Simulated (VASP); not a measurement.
Level of theory: PBEsol GGA, VASP's PBE PAW potentials (set 64) (plane waves; VASP).

Input for VASP

**KPOINTS**
```
Regular mesh
0
G
13 13 13
0 0 0
```

### INCAR
```
SYSTEM = MgH2
PREC = Accurate
ENCUT = 400
EDIFF = 1E-7
NELM = 100
ALGO = Normal
LREAL = .FALSE.
LASPH = .TRUE.
ISMEAR = -5
GGA = PS
LWAVE = .FALSE.
LCHARG = .TRUE.
LORBIT = 11
NEDOS = 601
ISIF = 2
LEFG = .TRUE.
```

### POSCAR
```
MgH2
1
   -0.0000000000     2.3573537045     2.3573537045
    2.3573537045     0.0000000000     2.3573537045
    2.3573537045     2.3573537045    -0.0000000000
Mg H
1 2
Direct
  0.0000000000   1.0000000000   1.0000000000
  0.2500000000   0.2500000000   0.2500000000
  0.7500000000   0.7500000000   0.7500000000
```

POTCAR, in this order: Mg H (PBE.64 set). Program: vasp_std.

Problem. What will the output report for the number of irreducible k-points (NKPTS), number of bands (NBANDS), largest plane-wave count, number of space-group operations, FFT grid (NGX, NGY, NGZ)?

Solution. 
| Item | Value |
|---|---|
| number of irreducible k-points (NKPTS) | 84 |
| number of bands (NBANDS) | 6 |
| largest plane-wave count | 531 |
| number of space-group operations | 48 |
| FFT grid (NGX, NGY, NGZ) | 24 × 24 × 24 |

The structure was generated: MgH2 was put into the fluorite type (Fm-3m), which need not be its known phase. It was relaxed first, which changed the volume by -6 %.
